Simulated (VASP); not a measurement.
Data:

```
TlI
1.0
    4.13380     0.00000     0.00000
    0.00000     4.13380     0.00000
    0.00000     0.00000     4.13380
Tl I
1 1
Cartesian
  0.00000   0.00000   0.00000
  2.06690   2.06690   2.06690
```

Calculation: PBEsol GGA with spin-orbit coupling, VASP's PBE PAW potentials (set 64) (plane waves; VASP 6.6.1). Settings: 400 eV cut-off, 6×6×6 Γ-centred mesh, Gaussian smearing of 0.050 eV, potentials Tl_d I.

Problem. What does the run give for the energy per atom (σ→0), band gap (over mesh and band path) with the smallest direct gap where there is one?

Solution. 
| Property | Value |
|---|---|
| band gap (over mesh and band path) | 0.56 eV |
| smallest direct gap (over mesh and band path) | 1.46 eV |
| energy per atom (σ→0) | -2.930 eV/atom |

The absolute energy has meaning only against runs of the same code, potentials and settings.

The structure comes from a computed database's TlI entry (Pm-3m); how it stands against other phases isn't given here. It was relaxed first, which changed the volume by -7 %.
